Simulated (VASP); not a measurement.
An input for Quantum ESPRESSO's pw.x (written as the equivalent of a VASP run, and not itself run):

```
&CONTROL
  calculation = 'vc-relax'
  pseudo_dir = './pseudo'
  outdir = './out'
  tprnfor = .true.
  tstress = .true.
  nstep = 60
  forc_conv_thr = 0.00039
/
&SYSTEM
  ibrav = 0
  nat = 3
  ntyp = 2
  ecutwfc = 84
  occupations = 'smearing'
  smearing = 'gaussian'
  degauss = 0.003675
  input_dft = 'pz'
/
&ELECTRONS
  conv_thr = 7.3e-08
  electron_maxstep = 100
/
&IONS
/
&CELL
/
ATOMIC_SPECIES
  Mg 24.305 Mg.upf
  Si 28.085 Si.upf
CELL_PARAMETERS angstrom
     0.0000000    3.1249758    3.1249758
     3.1249758    0.0000000    3.1249758
     3.1249758    3.1249758    0.0000000
ATOMIC_POSITIONS crystal
  Mg   0.2500000  0.2500000  0.2500000
  Mg   0.7500000  0.7500000  0.7500000
  Si   0.0000000  0.0000000  0.0000000
K_POINTS automatic
  7 7 7 0 0 0
```

### Question
Write the VASP files for the same calculation (LDA).

### Answer
One answer among several that fit: 
### KPOINTS
```
Automatic mesh
0
Gamma
7 7 7
0 0 0
```

POSCAR:
```
Mg2Si
1
    0.0000000000     3.1249757837     3.1249757837
    3.1249757837     0.0000000000     3.1249757837
    3.1249757837     3.1249757837     0.0000000000
Mg Si
2 1
Direct
  0.2500000000   0.2500000000   0.2500000000
  0.7500000000   0.7500000000   0.7500000000
  0.0000000000   0.0000000000   0.0000000000
```

### INCAR
```
PREC=Accurate
EDIFFG=-0.01   ! ionic stop
ENCUT=520   ! plane-wave cut-off (eV)
EDIFF=1E-6
LWAVE=.FALSE.
IBRION=2
ISIF=3   ! ions, shape and volume
LASPH=.TRUE.   ! aspherical one-centre terms
ALGO=Normal
LCHARG=.FALSE.
ISMEAR=0
SIGMA=0.05
NSW=60   ! most ionic steps
LREAL=.FALSE.
NELM=100   ! most electronic steps
SYSTEM=Mg2Si
```

POTCAR, in this order: Mg Si (LDA.64 set). Program: vasp_std.

What does not carry over: the potentials are each code's own (VASP's PAW set, PseudoDojo norm-conserving files in pw.x), so ENCUT and ecutwfc are chosen apart and not converted; conv_thr bounds pw.x's estimated SCF error, while EDIFF bounds the energy change between steps; forc_conv_thr acts on force components and is met together with etot_conv_thr.

The compound is Mg2Si in the antifluorite structure. It was relaxed first. The start is the result of an earlier pass.
